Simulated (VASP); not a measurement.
Given:

```
Se
1.0
    2.06931    -3.58415     0.00000
    2.06931     3.58415     0.00000
    0.00000     0.00000     5.23539
Se
3
Direct
  0.00000   0.24806   0.66667
  0.75194   0.75194   0.00000
  0.24806   0.00000   0.33333
```

The numbers are results of PBE GGA with D4 dispersion, VASP's PBE PAW potentials (set 64) (plane waves; VASP), not measurements. Numerical set-up: 520 eV cut-off, 6×6×5 Γ-centred mesh, Gaussian smearing of 0.050 eV, potentials Se.

Question: The ions and cell shape at fixed volume are relaxed. Which structure does the run end with?

Answer: 
```
Se
1.0
    2.09394    -3.62681     0.00000
    2.09394     3.62681     0.00000
    0.00000     0.00000     5.11294
Se
3
Direct
  0.00000   0.23913   0.66667
  0.76087   0.76087   0.00000
  0.23913   0.00000   0.33333
```
Space group P3_121 (152), at a tolerance of 0.03 Å.

Question: How much energy does the relaxation gain?

Answer: The energy (σ→0) changes by -10.9 meV/atom, in 6 ionic steps.

```
step  E(σ→0) (eV)  max force (eV/Å)  pressure (GPa)  volume (Å³)
----  -----------  ----------------  --------------  -----------
1        -11.5514             0.382           -3.37        77.66
2        -11.5740             0.214           -2.37        77.66
3        -11.5837             0.008           -1.18        77.66
4        -11.5838             0.025           -1.08        77.66
5        -11.5841             0.015           -1.07        77.66
6        -11.5843             0.001           -1.06        77.66
```

The compound is Se in the trig structure. This cell is one point of a volume scan, at 1.06 of the reference volume. Symmetry was kept, so distortions that lower it aren't found.
